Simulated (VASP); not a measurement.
# AgB2 (P6/mmm) in VASP: further runs

The runs below take AgB2 through single point, with r2SCAN.

Everything below comes from runs of VASP 6.6.1. Logs are shortened: lines on timing, memory, paths and dates and some standing lists are left out, and cuts for length are marked.

### Step 1. Starting point

Symmetry: P6/mmm, No. 191, hexagonal system. Conventional cell: a = 3.000 Å, b = 3.000 Å, c = 3.240 Å, α = 90.00°, β = 90.00°, γ = 120.00°. Around Ag (site symmetry 6/mmm) lie 12 B at 2.37 Å. Around B (site symmetry -6m2) lie 3 B at 1.73 Å.

### Step 2. Single point, r2SCAN

INCAR

```
SYSTEM = AgB2
PREC = Accurate
ENCUT = 900
EDIFF = 1E-6
ISMEAR = 0
SIGMA = 0.05
LREAL = .False.
LASPH = .True.
NELM = 100
ALGO = Normal
ISIF = 2
LWAVE = .False.
LCHARG = .False.
METAGGA = R2SCAN
LMIXTAU = .True.
ADDGRID = .False.
```

KPOINTS

```
regular mesh
0
Gamma
  4 4 3
  0 0 0
```

POSCAR

```
AgB2
1.0
    3.0000000000      0.0000000000      0.0000000000
   -1.5000000000      2.5980762114      0.0000000000
    0.0000000000      0.0000000000      3.2400000000
Ag B
1 2
Direct
    0.0172000000      0.0014340000     -0.0107780000
    0.6537670000      0.3220700000      0.4709270000
    0.3421410000      0.7037590000      0.5156140000
```

Potentials or basis: VASP PAW PBE potentials, release 64 (Ag, B).

Run with:

```sh
$ cat potpaw_PBE.64/Ag/POTCAR potpaw_PBE.64/B/POTCAR > POTCAR
$ mpirun -np 1 vasp_std > vasp.out
```

OUTCAR:

```text
SYSTEM = AgB2
   PREC = Accurate
   ENCUT = 900
   EDIFF = 1E-6
   ISMEAR = 0
   LREAL = .False.
   LASPH = .True.
   NELM = 100
   ISIF = 2
   METAGGA = R2SCAN

 Found     26 irreducible k-points:

 Following reciprocal coordinates:
            Coordinates               Weight
  0.000000  0.000000  0.000000      1.000000
  0.250000 -0.000000  0.000000      2.000000
  0.000000  0.250000  0.000000      2.000000
 -0.250000  0.250000  0.000000      2.000000
  0.500000 -0.000000  0.000000      1.000000
  0.000000  0.500000  0.000000      1.000000
   k-points           NKPTS =     26   k-points in BZ     NKDIM =     26   number of bands    NBANDS=     12
   number of dos      NEDOS =    301   number of ions     NIONS =      3
   total plane-waves  NPLWV =  28800
   dimension x,y,z NGX =    30 NGY =   30 NGZ =   32
   dimension x,y,z NGXF=    60 NGYF=   60 NGZF=   64
   ions per type =               1   2
   NGX,Y,Z   is equivalent  to a cutoff of  16.62, 16.62, 16.42 a.u.
   NGXF,Y,Z  is equivalent  to a cutoff of  33.25, 33.25, 32.84 a.u.
 SYSTEM =  AgB2
   PREC   = accura    normal or accurate (medium, high low for compatibility)
   ISTART =      0    job   : 0-new  1-cont  2-samecut
   ICHARG =      2    charge: 1-file 2-atom 10-const
   ISPIN  =      1    spin polarized calculation?
   LNONCOLLINEAR =      F non collinear calculations
   LSORBIT =      F    spin-orbit coupling
   LASPH  =      T    aspherical Exc in radial PAW
   ENCUT  =  900.0 eV  66.15 Ry    8.13 a.u.   7.34  7.34  7.93*2*pi/ulx,y,z
   NELM   =    100;   NELMIN=  2; NELMDL= -5     # of ELM steps
   EDIFF  = 0.1E-05   stopping-criterion for ELM
   LREAL  =      F    real-space projection
   EDIFFG = 0.1E-04   stopping-criterion for IOM
   NSW    =      0    number of steps for IOM
   IBRION =     -1    ionic relax: 0-MD 1-quasi-New 2-CG
   NFREE  =      0    steps in history (QN), initial steepest desc. (CG)
   ISIF   =      2    stress and relaxation
   ISYM   =      2    0-nonsym 1-usesym 2-fastsym
   POTIM  = 0.5000    time-step for ionic-motion
   TEBEG  =    0.0;   TEEND  =   0.0 temperature during run
   PSTRESS=    0.0 pullay stress
   NELECT =      17.0000    total number of electrons
   NUPDOWN=      -1.0000    fix difference up-down
   EMIN   =  10.00;   EMAX   =-10.00  energy-range for DOS
   EFERMI =   0.00;   METHOD = LEGACY
   ISMEAR =     0;   SIGMA  =   0.05  broadening in eV -4-tet -1-fermi 0-gaus
   EFERMI_NEDOS =   21; number of points for ismear=-14 and -15
   IALGO  =     38    algorithm
   IMIX   =      4    mixing-type and parameters
     AMIX     =   0.40;   BMIX     =  1.00
     AMIX_MAG =   1.60;   BMIX_MAG =  1.00
  volume/ion in A,a.u.               =       8.42        56.81
  Fermi-wavevector in a.u.,A,eV,Ry     =   1.434779  2.711340 28.008838  2.058591
  Thomas-Fermi vector in A             =   2.554150
   LORBIT       =      0    0 simple, 1 ext, 2 COOP (PROOUT), +10 PAW based schemes
   METAGGA = R2SCAN    functional components
   LHFCALC =     F    Hartree Fock is set to
   AEXX    =    0.0000 exact exchange contribution
   IVDW    =     0    specifies the selected vdW correction
   LEPSILON=     F    determine dielectric tensor
   LRPA    =     F    only Hartree local field effects (RPA)
 non-spin polarized calculation
 Gauss-broadening in eV      SIGMA  =   0.05
  energy-cutoff  :      900.00
  volume of cell :       25.25
 maximum number of plane-waves:      1561
 NGX is ok and might be reduce to    30
   NGX = 15   NGY = 15   NGZ = 15

 number of electron      17.0000000 magnetization

 Free energy of the ion-electron system (eV)
  ---------------------------------------------------
  ext. energy  EPLUGINS =         0.00000000
  ---------------------------------------------------
  free energy    TOTEN  =       -32.88642291 eV

  energy without entropy =      -32.88068777  energy(sigma->0) =      -32.88355534

 E-fermi :  10.4811     XC(G=0): -14.2687

 val. band max:       10.4562256657   @ k =  -0.2500   0.2500   0.3333
 cond. band min:      10.4839644114   @ k =   0.2500  -0.0000   0.0000
 fundamental gap:      0.0277387457
 Fermi energy:        10.4811363276

 k-point     1 :       0.0000    0.0000    0.0000
  band No.  band energies     occupation
      1      -4.5251      2.00000
      2       3.3295      2.00000
      3       3.7103      2.00000
      4       3.9022      2.00000
      5       5.3505      2.00000
      6       5.4803      2.00000
      7       7.3632      2.00000
      8      10.9449      0.00000
      9      12.6230      0.00000
     10      15.4322      0.00000
     11      16.4176      0.00000
     12      17.4429      0.00000

 k-point     2 :       0.2500   -0.0000    0.0000
  band No.  band energies     occupation
      1      -3.2860      2.00000
      2       2.8311      2.00000
      3       3.6210      2.00000
      4       3.7762      2.00000
      5       4.5526      2.00000
      6       5.2938      2.00000
      7       8.2139      2.00000
      8       9.2934      2.00000
      9      10.4840      0.93624
     10      16.0469      0.00000
     11      17.1652      0.00000
     12      19.1978      0.00000

 k-point     3 :       0.0000    0.2500    0.0000
  band No.  band energies     occupation
      1      -3.3214      2.00000
      2       2.7022      2.00000
      3       3.6417      2.00000
      4       3.9546      2.00000
      5       4.6665      2.00000
      6       5.2236      2.00000
      7       8.1863      2.00000
      8       9.4980      2.00000
      9      10.2242      2.00000
     10      16.0571      0.00000
     11      17.6234      0.00000
     12      19.1039      0.00000

 k-point     4 :      -0.2500    0.2500    0.0000
  band No.  band energies     occupation
      1      -3.2852      2.00000
      2       2.8340      2.00000
      3       3.6402      2.00000
      4       3.7708      2.00000
      5       4.5363      2.00000
      6       5.3038      2.00000
      7       8.2294      2.00000
      8       9.2255      2.00000
      9      10.4874      0.86011
     10      16.0519      0.00000
     11      17.2230      0.00000
     12      19.2113      0.00000

 k-point     5 :       0.5000   -0.0000    0.0000
  band No.  band energies     occupation
      1      -0.2736      2.00000
      2       0.1183      2.00000
      3       2.9070      2.00000
      4       3.3322      2.00000
      5       5.1189      2.00000
      6       5.9850      2.00000
      7       7.0400      2.00000
      8       7.2597      2.00000
      9      13.9739      0.00000
     10      15.1051      0.00000
     11      17.1013      0.00000
     12      17.6051      0.00000

 k-point     6 :       0.0000    0.5000    0.0000
  band No.  band energies     occupation
      1      -0.7233      2.00000
      2       0.3905      2.00000
      3       3.1314      2.00000
      4       3.4206      2.00000
      5       5.0403      2.00000
      6       5.9772      2.00000
      7       7.1919      2.00000
      8       7.4495      2.00000
      9      12.8638      0.00000
     10      15.5879      0.00000
     11      17.3994      0.00000
     12      17.6310      0.00000

 [... further k-points ...]
[... 5 lines left out ...]
  --------------------------------------------------------------------------------------
  -------------------------------------------------------------------------------------
  Total        6.0811991      8.1700066     13.1050082     -0.0067723      0.1735601      0.0463135
  in kB      385.8172622    518.3401383    831.4377280     -0.4296653     11.0113913      2.9383281
  external PRESSURE =     578.5317095 kB  Pullay stress =       0.0000000 kB

 VOLUME and BASIS-vectors are now :
 -----------------------------------------------------------------------------
  energy-cutoff  :      900.00
  volume of cell :       25.25
      direct lattice vectors                 reciprocal lattice vectors
     3.000000000  0.000000000  0.000000000     0.333333333  0.192450090  0.000000000
    -1.500000000  2.598076211  0.000000000     0.000000000  0.384900179  0.000000000
     0.000000000  0.000000000  3.240000000     0.000000000  0.000000000  0.308641975

 POSITION                                       TOTAL-FORCE (eV/Angst)
 -----------------------------------------------------------------------------------
      0.04945      0.00373      3.20508        -0.203356      0.044701      0.227120
      1.47820      0.83676      1.52580         0.278164      1.364566      0.884006
     -0.02922      1.82842      1.67059        -0.074808     -1.409266     -1.111126
 -----------------------------------------------------------------------------------
    total drift:                                0.000114      0.000061     -0.000065

  FREE ENERGIE OF THE ION-ELECTRON SYSTEM (eV)
  ---------------------------------------------------
  free  energy   TOTEN  =       -32.8864229083 eV

  energy  without entropy=      -32.8806877710  energy(sigma->0) =      -32.88355534
```

It took 35 s on 1 thread of Intel Xeon 6975P-C (Granite Rapids), shared host; peak memory 0.18 GiB.

The run converged, but some of its settings lie outside the range that counts as converged, so its numbers aren't taken as properties of the crystal.

Results:

| Quantity | Value |
| --- | --- |
| Free energy | -32.8864 eV |
| Pressure | 57.9 GPa |
| Largest force | 1.796 eV/Å |
| Band gap on the k mesh | none (metal or under the smearing width) |

Caveat: the k mesh is coarse (spacing up to 0.65 Å⁻¹), so the values aren't converged; the PAW data sets were made with another functional, which shifts forces and pressure a little.

### Step 3. Single point, r2SCAN

Edit INCAR of step 2 so:

```diff
@@ -2,3 +2,3 @@
 PREC = Accurate
-ENCUT = 900
+ENCUT = 400
 EDIFF = 1E-6
```

KPOINTS

```
regular mesh
0
Gamma
  6 6 5
  0 0 0
```

POSCAR

```
AgB2
1.0
    3.0000000000      0.0000000000      0.0000000000
   -1.5000000000      2.5980762114      0.0000000000
    0.0000000000      0.0000000000      3.2400000000
Ag B
1 2
Direct
    0.0000000000      0.0000000000      0.0000000000
    0.6666666667      0.3333333333      0.5000000000
    0.3333333333      0.6666666667      0.5000000000
```

Potentials or basis: VASP PAW PBE potentials, release 64 (Ag, B).

Run with:

```sh
$ cat potpaw_PBE.64/Ag/POTCAR potpaw_PBE.64/B/POTCAR > POTCAR
$ mpirun -np 1 vasp_std > vasp.out
```

Run time: 12 s. Hardware: 1 thread of Intel Xeon 6975P-C (Granite Rapids), shared host; peak memory 0.13 GiB.

These settings aren't checked as converged: the numbers below hold their error.

What came out:

* Free energy: -33.1649 eV
* Pressure: 53.6 GPa
* Band gap on the k mesh: none (metal or under the smearing width)

Caveat: the k mesh is coarse (spacing up to 0.40 Å⁻¹), so the values aren't converged; a pressure of tens of GPa on the cell as given is suspect, and the run, the potentials or the cell itself is likely at fault; the PAW data sets were made with another functional, which shifts forces and pressure a little.
